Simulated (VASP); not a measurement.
All values below come from RPBE GGA, VASP's PBE PAW potentials (set 64) (plane waves; VASP).

VASP ran on this input.

INCAR:
```
# general
SYSTEM  = Ba
PREC    = Accurate
ENCUT   = 300
LREAL   = .FALSE.
LASPH   = .TRUE.

# electronic loop
EDIFF   = 1E-6
NELM    = 100
ALGO    = Normal
LMAXMIX = 4

# smearing
ISMEAR  = 0
SIGMA   = 0.05

# functional
GGA     = RP

# ions
ISIF    = 2

# output
LWAVE   = .FALSE.
LCHARG  = .FALSE.
```

KPOINTS:
```
Automatic
0
gamma
 9 9 1
0 0 0
```

POSCAR:
```
Ba
21.530
  0.2331630283   0.0000000000   0.0000000000
  0.0000000000   0.2331630283   0.0000000000
  0.0000000000   0.0000000000   1.0000000000
Ba
4
Cartesian
  0.0000839387  -0.0041983335   0.4409900000
  0.1138595690   0.1229904663   0.3265480000
 -0.0030026735   0.0007209401   0.6728760000
  0.1222224273   0.1136499554   0.5595860000
```

POTCAR, in this order: Ba_sv (PBE.64 set). Program: vasp_std.

What VASP printed:

### OSZICAR
```
       N       E                     dE             d eps       ncg     rms          rms(c)
DAV:   1     0.321890041688E+03    0.32189E+03   -0.11879E+04  2320   0.803E+02
DAV:   2     0.334762292546E+02   -0.28841E+03   -0.28699E+03  2880   0.223E+02
DAV:   3    -0.583872519271E+01   -0.39315E+02   -0.39052E+02  3160   0.814E+01
DAV:   4    -0.699757982765E+01   -0.11589E+01   -0.11567E+01  2672   0.147E+01
DAV:   5    -0.704103533277E+01   -0.43456E-01   -0.43267E-01  3128   0.254E+00    0.382E+00
DAV:   6    -0.593001711692E+01    0.11110E+01   -0.70121E+00  2616   0.657E+00    0.207E+00
DAV:   7    -0.583381981499E+01    0.96197E-01   -0.63808E-01  2608   0.223E+00    0.106E+00
DAV:   8    -0.583840302670E+01   -0.45832E-02   -0.99044E-01  2616   0.177E+00    0.786E-01
DAV:   9    -0.577957730866E+01    0.58826E-01   -0.58250E-01  2728   0.113E+00    0.224E-01
DAV:  10    -0.578387901666E+01   -0.43017E-02   -0.46394E-02  2896   0.493E-01    0.159E-01
DAV:  11    -0.578736331854E+01   -0.34843E-02   -0.15625E-02  2576   0.320E-01    0.786E-02
DAV:  12    -0.578815836767E+01   -0.79505E-03   -0.41324E-03  2576   0.154E-01    0.514E-02
DAV:  13    -0.578788676281E+01    0.27160E-03   -0.15621E-03  2528   0.120E-01    0.273E-02
DAV:  14    -0.578740365448E+01    0.48311E-03   -0.54434E-04  2600   0.413E-02    0.199E-02
DAV:  15    -0.578683580930E+01    0.56785E-03   -0.45564E-04  2488   0.654E-02    0.960E-03
DAV:  16    -0.578689591703E+01   -0.60108E-04   -0.81648E-05  2520   0.289E-02    0.683E-03
DAV:  17    -0.578704368718E+01   -0.14777E-03   -0.10588E-04  2352   0.358E-02    0.319E-03
DAV:  18    -0.578709559339E+01   -0.51906E-04   -0.40431E-05  2152   0.227E-02    0.189E-03
DAV:  19    -0.578710880704E+01   -0.13214E-04   -0.18824E-05  1736   0.133E-02    0.687E-04
DAV:  20    -0.578710997996E+01   -0.11729E-05   -0.18418E-06  1928   0.417E-03    0.474E-04
DAV:  21    -0.578711035948E+01   -0.37952E-06   -0.29424E-07  1896   0.191E-03
   1 F= -.57871104E+01 E0= -.57847006E+01  d E =-.481952E-02
```

**OUTCAR**
```
------------------------ aborting loop because EDIFF is reached ----------------------------------------
  FORCE on cell =-STRESS in cart. coord.  units (eV):
  Direction    XX          YY          ZZ          XY          YZ          ZX
  --------------------------------------------------------------------------------------
  Total        0.1697068      0.1593019      1.1718411     -0.0306142      0.2281436      0.0425522
  in kB        0.5011393      0.4704138      3.4604122     -0.0904028      0.6737014      0.1256555
  external PRESSURE =       1.4773218 kB  Pullay stress =       0.0000000 kB
  volume of cell :      542.56
      direct lattice vectors                 reciprocal lattice vectors
     5.020000000  0.000000000  0.000000000     0.199203187  0.000000000  0.000000000
     0.000000000  5.020000000  0.000000000     0.000000000  0.199203187  0.000000000
     0.000000000  0.000000000 21.530000000     0.000000000  0.000000000  0.046446818
 POSITION                                       TOTAL-FORCE (eV/Angst)
 -----------------------------------------------------------------------------------
      0.00181      4.92961      9.49451         0.040298      0.196707      0.283470
      2.45140      2.64798      7.03058         0.043434     -0.174762     -0.252178
      4.95535      0.01552     14.48702         0.149072     -0.060567      0.264743
      2.63145      2.44688     12.04789        -0.232804      0.038623     -0.296034
 -----------------------------------------------------------------------------------
    total drift:                               -0.000681     -0.000485      0.000401
  FREE ENERGIE OF THE ION-ELECTRON SYSTEM (eV)
  ---------------------------------------------------
  free  energy   TOTEN  =        -5.7871103595 eV

  energy  without entropy=       -5.7822908422  energy(sigma->0) =       -5.78470060
```
(Selected blocks of OUTCAR.)

At this cut-off the stress carries a Pulay error, which pulls relaxed volumes low. The cell holds a wide vacuum, so values per volume refer to the whole cell.

The cell is a sheet with vacuum, built from a generated structure.
